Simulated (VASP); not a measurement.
# Ge: which input changes matter, part 2 of 3

Aim: change the input of a sound run on Ge piece by piece and see what each change does. All runs use LDA. The start is a computed cell from the Materials Project.

VASP 6.6.1; LDA; plane waves and PAW (Ge_d).

Still holding for the runs below: The k-mesh is coarse for a metal.

So far. Step 2 (Reference run): The pressure is -3.00 GPa and the largest force 0.000 eV/Å, so the cell is not at a minimum at these settings.

The starting crystal is not the ambient structure of Ge (diamond type); it is a model or a phase of other conditions.

**5. A single point (LDA) with a changed input, try 2**

A single point gives energy, forces and stress at these settings. Some settings are moved from the usual, to see what they do.

INCAR reads:

```
SYSTEM = Ge
PREC = Accurate
ENCUT = 400
EDIFF = 1E-06
NELM = 100
ISMEAR = -1
SIGMA = 0.05
LREAL = .FALSE.
ALGO = Normal
GGA = CA
NBANDS = 20
LORBIT = 11
LWAVE = .FALSE.
LCHARG = .FALSE.
KPAR = 2
ISIF = 2
LASPH = .FALSE.
NELMIN = 4
```

POSCAR reads:

```
Ge
1.0
   -2.5744897190      2.5744897190      1.3974126432
    2.5744897190     -2.5744897190      1.3974126432
    2.5744897190      2.5744897190     -1.3974126432
Ge
2
Direct
    0.2500000000      0.7500000000      0.5000000000
    0.5000000000      0.5000000000      0.0000000000
```

KPOINTS reads:

```
Automatic mesh
0
Gamma
9 9 9
0 0 0
```

PAW data sets: Ge_d (LDA family, release 64).

Command:

```
> mpirun -np 2 vasp_std
```

The log of the run:

```text
[... set-up lines as in an earlier step ...]
 entering main loop
       N       E                     dE             d eps       ncg     rms          rms(c)
DAV:   1     0.154543873568E+03    0.15454E+03   -0.12531E+04  3316   0.348E+03
DAV:   2     0.954879101315E+01   -0.14500E+03   -0.14150E+03  3012   0.509E+02
DAV:   3    -0.954951917613E+01   -0.19098E+02   -0.18947E+02  3344   0.124E+02
DAV:   4    -0.100443086952E+02   -0.49479E+00   -0.49452E+00  3360   0.237E+01
DAV:   5    -0.100515223089E+02   -0.72136E-02   -0.72133E-02  3424   0.301E+00    0.219E+00
DAV:   6    -0.100238468198E+02    0.27675E-01   -0.22018E-02  4040   0.247E+00    0.121E+00
DAV:   7    -0.100117116479E+02    0.12135E-01   -0.14133E-02  4124   0.166E+00    0.111E-01
DAV:   8    -0.100113395817E+02    0.37207E-03   -0.19404E-03  3644   0.802E-01    0.418E-02
DAV:   9    -0.100113387860E+02    0.79567E-06   -0.48969E-05  3716   0.906E-02    0.920E-03
DAV:  10    -0.100113387406E+02    0.45459E-07   -0.29694E-06  2900   0.238E-02
   1 F= -.10011339E+02 E0= -.10007977E+02  d E =-.672383E-02
```

Elapsed: 29 s, on 2 MPI ranks of AMD EPYC 7571, shared host; peak memory 0.24 GiB.

From OUTCAR (step 5):

```text
 Found     75 irreducible k-points:

   ENCUT  =  400.0 eV  29.40 Ry    5.42 a.u.   6.36  6.36  6.36*2*pi/ulx,y,z

   NELECT =      28.0000    total number of electrons

 E-fermi :   6.5314

 k-point     1 :       0.0000    0.0000    0.0000
  band No.  band energies     occupation
    ...
     10     -17.9910      2.00000
     11      -6.7858      2.00000
     12       2.3623      2.00000
     13       4.1933      2.00000
     14       4.1933      2.00000
     15       9.8879      0.00000
     16      14.0343      0.00000
     17      14.0343      0.00000
     18      14.5859      0.00000
     19      14.7704      0.00000
    ...

 k-point     2 :       0.1111    0.0000    0.0000
  band No.  band energies     occupation
    ...
     10     -17.9962      2.00000
     11      -6.4849      2.00000
     12       2.0004      2.00000
     13       4.1949      2.00000
     14       5.1101      2.00000
     15      10.4468      0.00000
     16      12.1677      0.00000
     17      12.6596      0.00000
     18      13.4472      0.00000
     19      13.9388      0.00000
    ...

  Total       -0.7368054     -0.7368054     -0.5848204      0.0000000      0.0000000      0.0000000
  in kB      -31.8637156    -31.8637156    -25.2910063      0.0000000      0.0000000      0.0000000
  external PRESSURE =     -29.6728125 kB  Pullay stress =       0.0000000 kB

  energy-cutoff  :      400.00
  volume of cell :       37.05
      direct lattice vectors                 reciprocal lattice vectors
    -2.574489719  2.574489719  1.397412643     0.000000000  0.194213244  0.357804119
     2.574489719 -2.574489719  1.397412643     0.194213244  0.000000000  0.357804119
     2.574489719  2.574489719 -1.397412643     0.194213244  0.194213244  0.000000000

  FREE ENERGIE OF THE ION-ELECTRON SYSTEM (eV)
  ---------------------------------------------------
  free  energy   TOTEN  =       -10.0113387406 eV

  energy  without entropy=      -10.0046149114  energy(sigma->0) =      -10.00797683

 total charge
# of ion       s       p       d       tot
------------------------------------------
    1        1.219   1.044  10.026  12.288
    2        1.219   1.044  10.026  12.288
--------------------------------------------------
tot          2.438   2.088  20.052  24.577

[... 8 parts as in an earlier step ...]

[... 5 further parts left out ...]
```

LASPH = .FALSE. is the default, so this changes nothing. NELMIN acts on the way to self-consistency or on speed; a fully converged result doesn't depend on them, though slow mixing can meet EDIFF with the stress still off.

Numbers from this step:

```yaml
pressure: -2.967 GPa
```

Against the reference run the energy at zero smearing moves by -0.10 meV an atom and the pressure by +0.03 GPa.

**6. Full relaxation (LDA) with a changed input**

The start need not lie at this functional's minimum. ISIF = 3 frees volume, shape and positions, and EDIFFG sets the threshold on forces and stress at which the search stops. Some settings are moved from the usual, to see what they do.

INCAR reads:

```
SYSTEM = Ge
PREC = Accurate
ENCUT = 410
EDIFF = 1E-08
NELM = 100
ISMEAR = -1
SIGMA = 0.05
LREAL = Auto
ALGO = Normal
GGA = CA
NBANDS = 20
LORBIT = 11
LWAVE = .FALSE.
LCHARG = .FALSE.
KPAR = 2
IBRION = 1
NSW = 60
ISIF = 3
EDIFFG = -0.01
```

POSCAR is that of step 5.

KPOINTS is that of step 5.

Command:

```
> mpirun -np 2 vasp_std
```

The log of the run:

```text
[banner, memory and clock lines left out]
running    2 mpi-ranks, on    1 nodes
 distrk:  each k-point on    1 cores,    2 groups
 distr:  one band on    1 cores,    1 groups

 POSCAR found type information on POSCAR Ge
 POSCAR found :  1 types and       2 ions
|                                                                             |
|               ----> ADVICE to this user running VASP <----                  |
|                                                                             |
|     You have a (more or less) 'small supercell' and for smaller cells       |
|     it is recommended to use the reciprocal-space projection scheme!        |
|     The real-space optimization is not efficient for small cells and it     |
|     is also less accurate ...                                               |
|     Therefore, set LREAL=.FALSE. in the INCAR file.                         |
|                                                                             |

 LDA part: xc-table for (Slater(with rela. corr.)+CA(PZ))
 , standard interpolation
 POSCAR, INCAR and KPOINTS ok, starting setup
 FFT: planning ... GRIDC
 FFT: planning ... GRID_SOFT
 FFT: planning ... GRID
 WAVECAR not read
 entering main loop
       N       E                     dE             d eps       ncg     rms          rms(c)
DAV:   1     0.159359926225E+03    0.15936E+03   -0.12778E+04  3260   0.351E+03
DAV:   2     0.104561965429E+02   -0.14890E+03   -0.14543E+03  3008   0.522E+02
DAV:   3    -0.952685933228E+01   -0.19983E+02   -0.19814E+02  3356   0.126E+02
DAV:   4    -0.100447420347E+02   -0.51788E+00   -0.51716E+00  3352   0.243E+01
DAV:   5    -0.100522686042E+02   -0.75266E-02   -0.75262E-02  3372   0.309E+00    0.219E+00
DAV:   6    -0.100244973688E+02    0.27771E-01   -0.22172E-02  4088   0.248E+00    0.121E+00
DAV:   7    -0.100123527821E+02    0.12145E-01   -0.14239E-02  4112   0.167E+00    0.111E-01
DAV:   8    -0.100119776046E+02    0.37518E-03   -0.19627E-03  3644   0.805E-01    0.417E-02
DAV:   9    -0.100119766974E+02    0.90723E-06   -0.49812E-05  3800   0.923E-02    0.919E-03
DAV:  10    -0.100119766976E+02   -0.21191E-09   -0.30600E-06  4060   0.229E-02    0.212E-03
DAV:  11    -0.100119766854E+02    0.12148E-07   -0.10078E-07  3928   0.444E-03    0.260E-04
DAV:  12    -0.100119766779E+02    0.75115E-08   -0.25485E-08  2796   0.327E-03
   1 F= -.10011977E+02 E0= -.10008615E+02  d E =-.100120E+02
 BRION: g(F)=  0.139E-48 g(S)=  0.334E-01
 bond charge predicted
       N       E                     dE             d eps       ncg     rms          rms(c)
DAV:   1    -0.107912009568E+02   -0.77922E+00   -0.93422E+00  3976   0.548E+01    0.523E+00
DAV:   2    -0.102136280492E+02    0.57757E+00   -0.74477E-01  3956   0.180E+01    0.253E+00
DAV:   3    -0.100365611019E+02    0.17707E+00   -0.23126E-01  4012   0.854E+00    0.615E-01
DAV:   4    -0.100234364607E+02    0.13125E-01   -0.24382E-02  3892   0.277E+00    0.149E-01
DAV:   5    -0.100232840601E+02    0.15240E-03   -0.49399E-04  3660   0.310E-01    0.516E-02
DAV:   6    -0.100232866221E+02   -0.25620E-05   -0.24143E-05  4452   0.619E-02    0.192E-03
DAV:   7    -0.100232865852E+02    0.36835E-07   -0.63428E-07  3504   0.112E-02    0.102E-03
DAV:   8    -0.100232864944E+02    0.90804E-07   -0.16370E-07  3596   0.801E-03    0.144E-04
DAV:   9    -0.100232864944E+02    0.52751E-10   -0.44197E-09  2104   0.773E-04
   2 F= -.10023286E+02 E0= -.10020033E+02  d E =-.113098E-01
 BRION: g(F)=  0.958E-47 g(S)=  0.408E-02 retain N=  1 mean eig= 0.74
 eig:   0.741
 bond charge predicted
       N       E                     dE             d eps       ncg     rms          rms(c)
DAV:   1    -0.100740329314E+02   -0.50746E-01   -0.64852E-01  3908   0.158E+01    0.130E+00
DAV:   2    -0.100372471970E+02    0.36786E-01   -0.45257E-02  3972   0.411E+00    0.646E-01
DAV:   3    -0.100255514781E+02    0.11696E-01   -0.17800E-02  4024   0.230E+00    0.134E-01
DAV:   4    -0.100247707968E+02    0.78068E-03   -0.19778E-03  3740   0.819E-01    0.327E-02
DAV:   5    -0.100247681223E+02    0.26745E-05   -0.81862E-05  3808   0.155E-01    0.191E-02
DAV:   6    -0.100247677697E+02    0.35263E-06   -0.63833E-06  3696   0.444E-02    0.633E-04
DAV:   7    -0.100247677975E+02   -0.27856E-07   -0.28803E-07  4012   0.693E-03    0.273E-04
DAV:   8    -0.100247677804E+02    0.17135E-07   -0.39180E-08  3356   0.393E-03    0.383E-05
DAV:   9    -0.100247677812E+02   -0.83946E-09   -0.82717E-10  1760   0.407E-04
   3 F= -.10024768E+02 E0= -.10021560E+02  d E =-.148129E-02
 BRION: g(F)=  0.190E-48 g(S)=  0.676E-05 retain N=  1 mean eig= 0.73
 eig:   0.733
 reached required accuracy - stopping structural energy minimisation
```

Wall time 2.8 min (2 MPI ranks); peak memory 0.25 GiB.

OUTCAR, selected parts (step 6):

```text
   NELECT =      28.0000    total number of electrons

 E-fermi :   6.9595

 k-point     1 :       0.0000    0.0000    0.0000
  band No.  band energies     occupation
    ...
     10     -17.5838      2.00000
     11      -6.6916      2.00000
     12       2.9311      2.00000
     13       4.5115      2.00000
     14       4.5115      2.00000
     15      10.2339      0.00000
     16      14.7216      0.00000
     17      14.7216      0.00000
     18      15.2533      0.00000
     19      15.4506      0.00000
    ...

  Total       -0.0013766     -0.0013766     -0.0166311      0.0000000     -0.0000000      0.0000000
  in kB       -0.0617593     -0.0617593     -0.7461380      0.0000000     -0.0000000      0.0000000
  external PRESSURE =      -0.2898855 kB  Pullay stress =       0.0000000 kB

 POSITION                                       TOTAL-FORCE (eV/Angst)
 -----------------------------------------------------------------------------------
      2.54121     -0.00000      0.69126         0.000000     -0.000000      0.000000
      0.00000      0.00000      1.38252        -0.000000      0.000000     -0.000000
 -----------------------------------------------------------------------------------
    total drift:                                0.000000     -0.000000      0.000000

  FREE ENERGIE OF THE ION-ELECTRON SYSTEM (eV)
  ---------------------------------------------------
  free  energy   TOTEN  =       -10.0247677812 eV

  energy  without entropy=      -10.0183521072  energy(sigma->0) =      -10.02155994

 reached required accuracy - stopping structural energy minimisation

[... 8 parts as in an earlier step ...]

[... 9 further parts left out ...]
```

The run keeps the 16 symmetry operations of its start, so it cannot find a distortion of lower symmetry.

The steps of the relaxation:

| step | energy less that of the first step (eV) | largest force (eV/Å) | pressure (GPa) | volume (Å³) |
| --- | --- | --- | --- | --- |
| 1 | 0.0000 | 0.0000 | -2.92 | 37.05 |
| 2 | -0.0113 | 0.0000 | 1.07 | 35.27 |
| 3 | -0.0128 | 0.0000 | -0.03 | 35.71 |

| conventional cell, symmetrised | before | after | change |
| --- | --- | --- | --- |
| a (Å) | 5.149 | 5.082 | -1.3 % |
| b (Å) | 5.149 | 5.082 | -1.3 % |
| c (Å) | 2.795 | 2.765 | -1.1 % |
| volume (Å³/atom) | 18.52 | 17.86 | -3.6 % |

Final coordinates:

```
Ge
1.0
    -2.54121    2.54121    1.38252
     2.54121   -2.54121    1.38252
     2.54121    2.54121   -1.38252
Ge
2
Direct
  0.25000 0.75000 0.50000
  0.50000 0.50000 0.00000
```

Numbers from this step:

```yaml
free_energy_toten: -10.02 eV
energy_at_zero_smearing: -10.02 eV
fermi_energy: 6.960 eV
pressure: -0.02899 GPa
scf_cycles_over_all_ionic_steps: 30
```

It ends with forces that vanish by symmetry and a pressure of -0.03 GPa.

**7. Full relaxation (LDA) with a changed input, try 2**

This run is made with a changed input; what comes of it follows.

INCAR reads:

```
SYSTEM = Ge
PREC = Accurate
ENCUT = 410
EDIFF = 1E-06
NELM = 75
ISMEAR = -1
SIGMA = 0.05
LREAL = .FALSE.
ALGO = Normal
GGA = CA
NBANDS = 20
LORBIT = 11
LWAVE = .FALSE.
LCHARG = .FALSE.
KPAR = 2
IBRION = 2
NSW = 1
ISIF = 3
EDIFFG = -0.01
```

POSCAR is that of step 6.

KPOINTS is that of step 6.

Command:

```
> mpirun -np 2 vasp_std
```

The log of the run:

```text
[... set-up lines as in an earlier step ...]
 entering main loop
       N       E                     dE             d eps       ncg     rms          rms(c)
[... 1 cycle as in an earlier step ...]
DAV:   2     0.104559566261E+02   -0.14890E+03   -0.14543E+03  3008   0.522E+02
DAV:   3    -0.952607627483E+01   -0.19982E+02   -0.19813E+02  3356   0.126E+02
DAV:   4    -0.100439158897E+02   -0.51784E+00   -0.51712E+00  3352   0.243E+01
DAV:   5    -0.100514417505E+02   -0.75259E-02   -0.75255E-02  3372   0.309E+00    0.219E+00
DAV:   6    -0.100236706757E+02    0.27771E-01   -0.22162E-02  4088   0.248E+00    0.121E+00
DAV:   7    -0.100115238176E+02    0.12147E-01   -0.14236E-02  4112   0.167E+00    0.111E-01
DAV:   8    -0.100111487508E+02    0.37507E-03   -0.19623E-03  3644   0.805E-01    0.417E-02
DAV:   9    -0.100111478414E+02    0.90941E-06   -0.49803E-05  3796   0.923E-02    0.919E-03
DAV:  10    -0.100111478241E+02    0.17317E-07   -0.28885E-06  2828   0.229E-02
   1 F= -.10011148E+02 E0= -.10007786E+02  d E =-.100111E+02
[...]
```

Elapsed: 29 s, on 2 MPI ranks; peak memory 0.24 GiB.

From OUTCAR (step 7):

```text
  Total       -0.7435844     -0.7435844     -0.5915194      0.0000000      0.0000000      0.0000000
  in kB      -32.1568772    -32.1568772    -25.5807115      0.0000000      0.0000000      0.0000000
  external PRESSURE =     -29.9648220 kB  Pullay stress =       0.0000000 kB

  FREE ENERGIE OF THE ION-ELECTRON SYSTEM (eV)
  ---------------------------------------------------
  free  energy   TOTEN  =       -10.0111478241 eV

  energy  without entropy=      -10.0044239503  energy(sigma->0) =      -10.00778589

[... 18 parts as in an earlier step ...]

[... 3 further parts left out ...]
[key lines of the parts left out:]
E-fermi :   6.5314
```

The relaxation used up its NSW steps before forces and stress met EDIFFG.

The fault in the input: too few ionic steps (NSW = "1"). Raise NSW.

**8. Self-consistent run (LDA) with a changed input**

A single point gives energy, forces and stress at these settings. Some settings are moved from the usual, to see what they do.

INCAR, as its differences from that of step 7:

```diff
@@ -4,3 +4,3 @@
 EDIFF = 1E-06
-NELM = 75
+NELM = 100
 ISMEAR = -1
@@ -15,5 +15,2 @@
 KPAR = 2
-IBRION = 2
-NSW = 1
-ISIF = 3
-EDIFFG = -0.01
+ISIF = 2
```

POSCAR is that of step 7.

KPOINTS reads:

```
Automatic mesh
0
Monkhorst-Pack
9 9 9
0 0 0
```

Command:

```
> mpirun -np 2 vasp_std
```

The log of the run:

```text
[... set-up lines as in an earlier step ...]
 entering main loop
       N       E                     dE             d eps       ncg     rms          rms(c)
[... 10 cycles as in an earlier step ...]
   1 F= -.10011148E+02 E0= -.10007786E+02  d E =-.672387E-02
```

It took 30 s on 2 MPI ranks; peak memory 0.24 GiB.

OUTCAR, selected parts (step 8):

```text
   NELECT =      28.0000    total number of electrons

 E-fermi :   6.5314

[... 21 parts as in an earlier step ...]

[... 1 further part left out ...]
```

This step gave:

| Property | Result |
| --- | --- |
| free energy (TOTEN) | -10.01 eV |
| energy at zero smearing | -10.01 eV |
| Fermi energy | 6.531 eV |
| pressure | -2.996 GPa |

Energy and pressure equal those of the reference run, within 0.01 meV an atom and 0.01 GPa.

The run ends at a pressure of -3.00 GPa.

(Continued in part 3 of 3.)

[Lines on the potential files, build, host, timing and source positions are cut from VASP's logs without a mark.]

[Logs are printed without paths, hosts, clocks, repeated set-up lines and the standing remarks that a program may print on its own settings, such as how far it seeks lower states.]

[Hosts, paths, dates, database ids (printed as entryN), source tags and the programs' standing remarks are cut or masked in the printed files.]

[A measured line is paired with the nearest computed mode of its activity, which favours agreement.]

[In band tables of VASP the shares of atoms and orbitals are scaled to a sum of 1 inside the atoms' spheres.]
